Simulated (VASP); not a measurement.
KAl12: single point with PBE

Slab: KAl12, a slab with vacuum.

```xyz
13
Lattice="5.7276 0.0000 0.0000 2.8638 4.9602 0.0000 0.0000 0.0000 15.6765" Properties=species:S:1:pos:R:3 pbc="T T T"
Al    1.4319    0.8267    1.0000
Al    4.2957    0.8267    1.0000
Al    2.8638    3.3068    1.0000
Al    5.7276    3.3068    1.0000
Al   -0.0051    1.6508    3.3722
Al    2.8660    1.6448    3.3543
Al    1.4261    4.1400    3.3520
Al    4.3024    4.1383    3.3694
Al    0.0040    0.0154    5.7102
Al    2.8609   -0.0001    5.8276
Al    1.4104    2.4663    5.6779
Al    4.3096    2.4757    5.7123
K     5.5670   -1.6931    8.6325
```

The cell was built by a generator and needn't be a form met in nature.

```
Program             : VASP 6.6.1
Task                : single point
Functional          : PBE
Potentials or basis : VASP PAW PBE potentials, release 64 (Al, K_sv)
Cutoff              : 520 eV
k mesh              : 3 × 3 × 1
Occupations         : gaussian, width 0.1 eV
Spin                : no spin polarisation
```

* Largest force: 0.091 eV/Å
* Band gap on the k mesh: none (metal or under the smearing width)

Forces in eV/Å, atoms in the order of the input:
```
Al   0.079 -0.043 -0.014
Al  -0.078 -0.047 -0.005
Al  -0.005  0.000 -0.029
Al   0.003  0.091 -0.011
Al   0.007  0.007  0.035
Al  -0.006  0.014  0.038
Al   0.005 -0.015  0.039
Al  -0.005 -0.008  0.036
Al  -0.004  0.008 -0.037
Al   0.006 -0.002 -0.019
Al  -0.003  0.000 -0.027
Al  -0.002 -0.002 -0.010
K    0.003 -0.002  0.003
```

Levels at points of the mesh, in eV from the Fermi level:
```tsv
k point	band 18	band 19	band 20	band 21	band 22	band 23	band 24	band 25	band 26	band 27
(0.00, 0.00, 0.00)	-2.46	-2.46	-2.41	-0.57	-0.37	-0.37	-0.34	-0.16	-0.15	-0.09
```

It took 4.3 min on 1 thread of Intel(R) Xeon(R) 6975P-C (Granite Rapids), on a shared host, peak memory 0.61 GiB.

Caveat: the k mesh is coarse (spacing up to 0.42 Å⁻¹), so the values aren't converged.
